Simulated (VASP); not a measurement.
A VASP calculation is set up with these files.

**KPOINTS**
```
Automatic
0
Gamma
 10 10 10
0 0 0
```

POSCAR:
```
AuZn
1.0
  3.1500000000   0.0000000000   0.0000000000
  0.0000000000   3.1500000000   0.0000000000
  0.0000000000   0.0000000000   3.1500000000
Zn Au
1 1
Cart
  1.5750000000   1.5750000000   1.5750000000
  0.0000000000   0.0000000000   0.0000000000
```

**INCAR**
```
GGA  =  PE
LREAL  =  F
SYSTEM  =  AuZn
ALGO  =  Normal   ! blocked Davidson
LMAXMIX  =  6   ! l cut-off of mixed one-centre charges
ENCUT  =  300   ! plane-wave cut-off (eV)
SIGMA  =  0.2
LCHARG  =  F
PREC  =  Accurate
ISIF  =  2
LASPH  =  T
ISMEAR  =  -1   ! Fermi-Dirac
LWAVE  =  F
EDIFF  =  1E-6   ! SCF stop (eV)
NELM  =  100
```

POTCAR, in this order: Zn Au (PBE.64 set). Program: vasp_std.

Task: Write an equivalent input for Ansatz.

Result: One equivalent input (not run):
Ansatz 0.2 input:
```yaml
crystal:
  lattice:
    - [3.1500000, 0.0000000, 0.0000000]
    - [0.0000000, 3.1500000, 0.0000000]
    - [0.0000000, 0.0000000, 3.1500000]
  atoms:
    - { symbol: Zn, position: [0.5000000, 0.5000000, 0.5000000] }
    - { symbol: Au, position: [0.0000000, 0.0000000, 0.0000000] }
kpoints:
  mp_grid: { grid: [10, 10, 10] }
hamiltonian:
  xc: pbe
  pseudopotentials: { kind: paw }
scf:
  occupations: { method: fermi_dirac, width: 0.2 }
  max_iter: 100
output: { forces: true, stress: true, eigenvalues: true }
```
The two are equivalent in intent, not identical: each code has its own PAW files, so the cut-off isn't converted (ENCUT is set for VASP's; basis.ecutwfc is left out, and Ansatz then takes the one that its files recommend); Ansatz stops its SCF on the density residual and VASP on the energy change (EDIFF).

The structure is a typed AuZn crystal. The cell was not relaxed at this level. The run is one of a series of settings (ISMEAR = -1 against the base run), some of them coarse on purpose.
